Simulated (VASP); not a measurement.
# CsSi2 (P-6m2) in VASP: further runs

One crystal, CsSi2, is run at these levels: LDA, PBE; tasks: equation of state, single point.

All numbers are computed with VASP 6.6.1; they aren't measurements. Logs are shortened: lines on timing, memory, paths and dates and some standing lists are left out, and cuts for length are marked.

**1. The undisturbed crystal**

The structure is hexagonal, space group P-6m2 (No. 187). Conventional cell: a = 6.372 Å, b = 6.372 Å, c = 4.479 Å, α = 90.00°, β = 90.00°, γ = 120.00°. Cs (site symmetry -6m2) has 6 Si at 3.85 Å as nearest neighbours. Si (site symmetry 3m) is surrounded by 2 Si at 2.24 Å.

The cell was built by a generator and needn't be a form met in nature.

**2. Equation of state, LDA (cell strained at random at fixed volume)**

Contents of run.py:

```python
from ase.calculators.vasp import Vasp
from ase.eos import EquationOfState
from ase.io import Trajectory
from ase.io import read
from ase.units import GPa

atoms = read('CsSi2.xyz')
calc = Vasp(
    directory='calc',
    xc='lda',
    pp='LDA',
    setups='recommended',
    prec='Accurate',
    encut=520,
    ediff=1e-06,
    ismear=0,
    sigma=0.3,
    lreal=False,
    lasph=True,
    nelm=100,
    algo='Fast',
    isif=2,
    lwave=False,
    lcharg=False,
    kpts=[5, 5, 6],
    gamma=True,
)
atoms.calc = calc
cell = atoms.cell.copy()
volumes, energies = [], []
traj = Trajectory('eos.traj', 'w')
for x in [0.94, 0.96, 0.98, 1.0, 1.02, 1.04, 1.06]:
    atoms.set_cell(cell * x ** (1 / 3), scale_atoms=True)
    volumes.append(atoms.get_volume())
    energies.append(atoms.get_potential_energy())
    traj.write(atoms)
    print(f'{x:5.2f} {volumes[-1]:12.5f} {energies[-1]:14.6f}')

v0, e0, B = EquationOfState(volumes, energies, eos='murnaghan').fit()
print(f'V0 = {v0:.4f} A^3, E0 = {e0:.6f} eV, B = {B / GPa:.2f} GPa')
```

Contents of CsSi2.xyz:

```xyz
3
Lattice="6.4686810000 -0.0103500000 -0.0073360000 -3.2432990000 5.4780490000 -0.0430610000 -0.0051560000 -0.0379280000 4.4480910000" Properties=species:S:1:pos:R:3 pbc="T T T"
Cs     0.0000000000      0.0000000000      0.0000000000
Si     3.2300956958      1.8096012468      1.0945132912
Si     3.2275217174      1.7906668306      3.3150892803
```

Potentials or basis: VASP PAW LDA potentials, release 64 (Cs_sv, Si).

Run with:

```bash
python run.py
```

Log:

```text
0.94    148.01283     -10.894020
 0.96    151.16204     -10.873855
 0.98    154.31125     -10.849392
 1.00    157.46046     -10.822523
 1.02    160.60967     -10.794731
 1.04    163.75887     -10.767048
 1.06    166.90808     -10.740066
<dir> RuntimeWarning: overflow encountered in power
  E = E0 + B0 * V / BP * (((V0 / V)**BP) / (BP - 1) + 1) - V0 * B0 / (BP - 1)
<dir> UserWarning: The minimum volume of your fit is not in your volumes.  You may not have a minimum in your dataset!
  warnings.warn(
V0 = 145.7330 A^3, E0 = -10.900142 eV, B = 71.02 GPa
```

OUTCAR:

```text
ENCUT = 520.000000
   EDIFF = 1.00e-06
   PREC = Accurate
   ISIF = 2
   ISMEAR = 0
   NELM = 100
   LASPH = .TRUE.
   LREAL = .FALSE.

 ion  position               nearest neighbor table
   1  0.000  0.000  0.000-
   2  0.667  0.333  0.250-   3 2.26   3 2.27
   3  0.667  0.333  0.750-   2 2.26   2 2.27

  LATTYP: Found a triclinic cell.
 ALAT       =     6.4728440871
 B/A-ratio  =     1.0189590058
 C/A-ratio  =     0.7006963980
 COS(alpha) =     0.0022794969
 COS(beta)  =     0.0158709268
 COS(gamma) =     0.5066973305

  Lattice vectors:

 A1 = (   3.2886408444,   5.5749360095,  -0.0513854274)
 A2 = (   6.5955500918,  -0.0105529927,  -0.0074798797)
 A3 = (   0.0052571237,   0.0386718751,  -4.5353306189)

Analysis of symmetry for initial positions (statically):
=====================================================================
 Subroutine PRICEL returns:
 Original cell was already a primitive cell.

 Routine SETGRP: Setting up the symmetry group for a
 triclinic supercell.

 Subroutine GETGRP returns: Found  1 space group operations
 (whereof  1 operations were pure point group operations)
 out of a pool of  2 trial point group operations.

The static configuration has the point symmetry C_1 .

Analysis of symmetry for dynamics (positions and initial velocities):
=====================================================================
 Subroutine PRICEL returns:
 Original cell was already a primitive cell.

 Routine SETGRP: Setting up the symmetry group for a
 triclinic supercell.

 Subroutine GETGRP returns: Found  1 space group operations
 (whereof  1 operations were pure point group operations)
 out of a pool of  2 trial point group operations.

The dynamic configuration has the point symmetry C_1 .

 Subroutine INISYM returns: Found  1 space group operations
 (whereof  1 operations are pure point group operations),
 and found     1 'primitive' translations

----------------------------------------------------------------------------------------

                                     Primitive cell

  volume of cell :     166.9081

  direct lattice vectors                    reciprocal lattice vectors
     6.595550092 -0.010552993 -0.007479880     0.151762220  0.089858785  0.000942123
    -3.306909247  5.585489002 -0.043905548     0.000288486  0.179218168  0.001528493
    -0.005257124 -0.038671875  4.535330619     0.000253086  0.001883171  0.220507443

  length of vectors
     6.595562776  6.491168143  4.535498536     0.176372504  0.179224918  0.220515629

  position of ions in fractional coordinates (direct lattice)
     0.000000000  0.000000000  0.000000000
     0.666670000  0.333330000  0.250390000
     0.666670000  0.333330000  0.749610000

  ion indices of the primitive-cell ions
   primitive index   ion index
                 1           1
                 2           2
                 3           3

----------------------------------------------------------------------------------------

 KPOINTS: KPOINTS created by Atomic Simulation Env

Automatic generation of k-mesh.
 Grid dimensions read from file:
 generate k-points for:    5    5    6

 Generating k-lattice:

  Cartesian coordinates                     Fractional coordinates (reciprocal lattice)
     0.030352444  0.017971757  0.000188425     0.200000000 -0.000000000  0.000000000
     0.000057697  0.035843634  0.000305699     0.000000000  0.200000000  0.000000000
     0.000042181  0.000313862  0.036751240    -0.000000000 -0.000000000  0.166666667

  Length of vectors
     0.035274501  0.035844984  0.036752605

  Shift w.r.t. Gamma in fractional coordinates (k-lattice)
     0.000000000  0.000000000  0.000000000

 Subroutine IBZKPT returns following result:
 ===========================================

 Found     76 irreducible k-points:

 Following reciprocal coordinates:
            Coordinates               Weight
  0.000000  0.000000  0.000000      1.000000
  0.200000 -0.000000 -0.000000      2.000000
  0.400000  0.000000  0.000000      2.000000
  0.000000  0.200000  0.000000      2.000000
  0.200000  0.200000 -0.000000      2.000000
  0.400000  0.200000 -0.000000      2.000000
[... 16 lines left out ...]
 -0.200000  0.200000  0.166667      2.000000
  0.000000  0.400000  0.166667      2.000000
 [... further k-points ...]
   k-points           NKPTS =     76   k-points in BZ     NKDIM =     76   number of bands    NBANDS=     12
   number of dos      NEDOS =    301   number of ions     NIONS =      3
   total plane-waves  NPLWV =  86400
   dimension x,y,z NGX =    50 NGY =   48 NGZ =   36
   dimension x,y,z NGXF=   100 NGYF=   96 NGZF=   72
   ions per type =               1   2
   NGX,Y,Z   is equivalent  to a cutoff of  12.60, 12.29, 13.20 a.u.
   NGXF,Y,Z  is equivalent  to a cutoff of  25.21, 24.59, 26.39 a.u.
 SYSTEM =  unknown system
   PREC   = accura    normal or accurate (medium, high low for compatibility)
   ISTART =      0    job   : 0-new  1-cont  2-samecut
   ICHARG =      2    charge: 1-file 2-atom 10-const
   ISPIN  =      1    spin polarized calculation?
   LNONCOLLINEAR =      F non collinear calculations
   LSORBIT =      F    spin-orbit coupling
   LASPH  =      T    aspherical Exc in radial PAW
   ENCUT  =  520.0 eV  38.22 Ry    6.18 a.u.  12.26 12.07  8.43*2*pi/ulx,y,z
   NELM   =    100;   NELMIN=  2; NELMDL=  0     # of ELM steps
   EDIFF  = 0.1E-05   stopping-criterion for ELM
   LREAL  =      F    real-space projection
   EDIFFG = 0.1E-04   stopping-criterion for IOM
   NSW    =      0    number of steps for IOM
   IBRION =     -1    ionic relax: 0-MD 1-quasi-New 2-CG
   NFREE  =      0    steps in history (QN), initial steepest desc. (CG)
   ISIF   =      2    stress and relaxation
   ISYM   =      2    0-nonsym 1-usesym 2-fastsym
   POTIM  = 0.5000    time-step for ionic-motion
   TEBEG  =    0.0;   TEEND  =   0.0 temperature during run
   PSTRESS=    0.0 pullay stress
   NELECT =      17.0000    total number of electrons
   NUPDOWN=      -1.0000    fix difference up-down
   EMIN   =  10.00;   EMAX   =-10.00  energy-range for DOS
   EFERMI =   0.00;   METHOD = LEGACY
   ISMEAR =     0;   SIGMA  =   0.30  broadening in eV -4-tet -1-fermi 0-gaus
   EFERMI_NEDOS =   21; number of points for ismear=-14 and -15
   IALGO  =     68    algorithm
   IMIX   =      4    mixing-type and parameters
     AMIX     =   0.40;   BMIX     =  1.00
     AMIX_MAG =   1.60;   BMIX_MAG =  1.00
  volume/ion in A,a.u.               =      55.64       375.45
  Fermi-wavevector in a.u.,A,eV,Ry     =   0.764537  1.444766  7.952841  0.584517
  Thomas-Fermi vector in A             =   1.864461
   LORBIT       =      0    0 simple, 1 ext, 2 COOP (PROOUT), +10 PAW based schemes
   GGA     = CA    functional components
   LHFCALC =     F    Hartree Fock is set to
   AEXX    =    0.0000 exact exchange contribution
   IVDW    =     0    specifies the selected vdW correction
   LEPSILON=     F    determine dielectric tensor
   LRPA    =     F    only Hartree local field effects (RPA)
 non-spin polarized calculation
 RMM-DIIS sequential band-by-band and
 Gauss-broadening in eV      SIGMA  =   0.30
  energy-cutoff  :      520.00
  volume of cell :      166.91
 maximum number of plane-waves:      4524
 NGX is ok and might be reduce to    50
   NGX = 25   NGY = 25   NGZ = 17

 number of electron      17.0000001 magnetization

 Free energy of the ion-electron system (eV)
  ---------------------------------------------------
  ext. energy  EPLUGINS =         0.00000000
  ---------------------------------------------------
  free energy    TOTEN  =       -10.80895389 eV

  energy without entropy =      -10.67117723  energy(sigma->0) =      -10.74006556

 E-fermi :   0.1437     XC(G=0):  -6.3396

 val. band max:        0.1324171603   @ k =  -0.0000   0.0000   0.1667
 cond. band min:       0.1509308781   @ k =  -0.4000   0.2000   0.5000
 fundamental gap:      0.0185137177
 Fermi energy:         0.1437393088

 k-point     1 :       0.0000    0.0000    0.0000
  band No.  band energies     occupation
      1     -22.2222      2.00000
      2      -9.0952      2.00000
      3      -9.0126      2.00000
      4      -9.0065      2.00000
      5      -8.9350      2.00000
      6      -3.1888      2.00000
      7      -1.5296      2.00000
      8      -1.5103      2.00000
      9      -1.4382      2.00000
     10       1.3387      0.00000
     11       3.9430      0.00000
     12       3.9953      0.00000

 k-point     2 :       0.2000   -0.0000   -0.0000
  band No.  band energies     occupation
      1     -22.2221      2.00000
      2      -9.2961      2.00000
      3      -9.0186      2.00000
      4      -8.9340      2.00000
      5      -8.7867      2.00000
      6      -3.1814      2.00000
      7      -1.6378      2.00000
      8      -1.4773      2.00000
      9      -1.4524      2.00000
     10       1.7178      0.00000
     11       3.1578      0.00000
     12       3.9182      0.00000
[... 301 lines left out ...]
 k-point    23 :      -0.2000    0.2000    0.1667
  band No.  band energies     occupation
      1     -22.2161      2.00000
      2      -9.2031      2.00000
      3      -9.0368      2.00000
      4      -9.0060      2.00000
      5      -8.6763      2.00000
      6      -4.4739      2.00000
      7      -1.4549      2.00000
      8      -1.3033      2.00000
      9       0.1229      1.07831
     10       2.0662      0.00000
     11       2.6366      0.00000
     12       2.6928      0.00000

 k-point    24 :       0.0000    0.4000    0.1667
  band No.  band energies     occupation
      1     -22.2158      2.00000
      2      -9.3390      2.00000
      3      -9.0363      2.00000
      4      -9.0091      2.00000
      5      -8.5197      2.00000
      6      -4.4695      2.00000
      7      -1.5733      2.00000
      8      -1.2579      2.00000
      9       0.1065      1.13925
     10       2.4776      0.00000
     11       2.6615      0.00000
     12       2.6965      0.00000

 [... further k-points ...]

------------------------ aborting loop because EDIFF is reached ----------------------------------------

  FORCE on cell =-STRESS in cart. coord.  units (eV):
  Direction    XX          YY          ZZ          XY          YZ          ZX
  --------------------------------------------------------------------------------------
  -------------------------------------------------------------------------------------
  Total       -1.3935390     -1.2391892     -1.2526235      0.0100855      0.0032549      0.0003552
  in kB      -13.3768031    -11.8951749    -12.0241333      0.0968122      0.0312445      0.0034095
  external PRESSURE =     -12.4320371 kB  Pullay stress =       0.0000000 kB

 VOLUME and BASIS-vectors are now :
 -----------------------------------------------------------------------------
  energy-cutoff  :      520.00
  volume of cell :      166.91
      direct lattice vectors                 reciprocal lattice vectors
     6.595550092 -0.010552993 -0.007479880     0.151762220  0.089858785  0.000942123
    -3.306909247  5.585489002 -0.043905548     0.000288486  0.179218168  0.001528493
    -0.005257124 -0.038671875  4.535330619     0.000253086  0.001883171  0.220507443

 POSITION                                       TOTAL-FORCE (eV/Angst)
 -----------------------------------------------------------------------------------
      0.00000      0.00000      0.00000        -0.002345      0.020850      0.000329
      3.29345      1.84509      1.11598         0.002119     -0.003071      0.005138
      3.29082      1.82579      3.38011         0.000226     -0.017779     -0.005467
 -----------------------------------------------------------------------------------
    total drift:                               -0.000049      0.000301      0.000013

  FREE ENERGIE OF THE ION-ELECTRON SYSTEM (eV)
  ---------------------------------------------------
  free  energy   TOTEN  =       -10.8089538860 eV

  energy  without entropy=      -10.6711772343  energy(sigma->0) =      -10.74006556
```

INCAR:

```text
ENCUT = 520.000000
SIGMA = 0.300000
EDIFF = 1.00e-06
ALGO = Fast
PREC = Accurate
ISIF = 2
ISMEAR = 0
NELM = 100
LASPH = .TRUE.
LCHARG = .FALSE.
LWAVE = .FALSE.
LREAL = .FALSE.
```

Run time: 11 min. Hardware: 1 thread of Intel Xeon Platinum 8488C (Sapphire Rapids), shared host; peak memory 0.32 GiB.

The run converged, but some of its settings lie outside the range that counts as converged (typed here: ISMEAR = 0; SIGMA = 0.3), so its numbers aren't taken as properties of the crystal.

Results:

* Equilibrium volume: 47.17 Å³/atom (rough: see the caveat)
* Bulk modulus at fixed shape and positions: 26 GPa (rough)

Caveat: the fit is doubtful: noisy points or a state that changes with volume; the minimum lies outside the volumes run; the cell was scaled at fixed shape and fractional positions, which overstates the stiffness of a crystal with free parameters, most of all of layers and chains.

[end of part 1 of 2]
